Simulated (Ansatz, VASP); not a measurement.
## Two plane-wave programs on ScGaN

```xyz
3
Lattice="3.6876 0.0000 0.0000 -1.8438 3.1935 0.0000 0.0000 0.0000 3.5975" Properties=species:S:1:pos:R:3 pbc="T T T"
Sc    0.0000    0.0000    0.0000
Ga    1.8438    1.0645    1.7988
N     0.0000    2.1290    1.7988
```

Change from the starting cell: species swapped into the ZrBeB type (P-6m2, No. 187).

Alike in both runs: task relaxation of cell and atoms; functional PBE; k mesh 6 × 6 × 6; occupations gaussian, width 0.1 eV; no spin polarisation.

|  | VASP | Ansatz |
| --- | --- | --- |
| version | VASP 6.6.1 | Ansatz 0.2.0 |
| potentials or method | VASP PAW PBE potentials, release 64 (Sc_sv, Ga_d, N) | scalar-relativistic, plane waves, PAW |
| plane-wave cutoff (eV) | 600 | 420 |
| valence electrons in the cell | 29 | 29 |

|  | VASP | Ansatz | Ansatz less VASP |
| --- | --- | --- | --- |
| gap on the k mesh at the Fermi level, each at its own relaxed structure (eV) | none | none | - |
| relaxed volume (Å³/atom) | 14.19 | 14.12 | -0.070 |
| relaxed cell length with the largest relative difference (Å) | 3.696 | 3.688 | -0.0080 |

A gap of «none» marks a metal or a gap that the smearing closes.
